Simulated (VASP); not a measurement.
A convergence study with VASP on Rh (fcc): one setting is varied, all else stays as given below, so the limit is that of these other settings.

```
Rh
1.0
    0.00000     1.90000     1.90000
    1.90000     0.00000     1.90000
    1.90000     1.90000     0.00000
Rh
1
Direct
  0.00000   0.00000   0.00000
```

Calculation: LDA (Ceperley-Alder, Perdew-Zunger), VASP's LDA PAW potentials (set 64) (plane waves; VASP). The tightest run used: 550 eV cut-off, 22×22×22 Monkhorst-Pack mesh, first-order Methfessel-Paxton smearing of 0.10 eV, potentials Rh_pv.

```
setting        E (eV/atom)  pressure (GPa)  irreducible k-points
-------------  -----------  --------------  --------------------
1×1×1 mesh        -13.4829           28.24                     1
2×2×2 mesh         -9.2792          -19.57                     2
3×3×3 mesh         -7.2279           14.18                     4
4×4×4 mesh         -8.6387           -9.43                    10
5×5×5 mesh         -8.5143           -7.40                    10
6×6×6 mesh         -8.6676          -10.22                    28
7×7×7 mesh         -8.7312          -11.49                    20
8×8×8 mesh         -8.6671           -9.84                    60
9×9×9 mesh         -8.6636           -9.95                    35
10×10×10 mesh      -8.6711          -10.01                   110
11×11×11 mesh      -8.6571           -9.58                    56
```

These are the cheaper rows. Estimate the results at 22×22×22 mesh, and how far the last row shown lies from them.

```json
[
 {"quantity": "E (eV/atom)", "tightest run": "-8.6692", "last row shown is off by": "0.0120"},
 {"quantity": "pressure (GPa)", "tightest run": "-10.00", "last row shown is off by": "0.41"}
]
```

Left out are rungs that failed or repeat a setting and relaxations that didn't move; long series are thinned to 24 rows.

The compound is Rh in the fcc structure. The cell was not relaxed at this level.
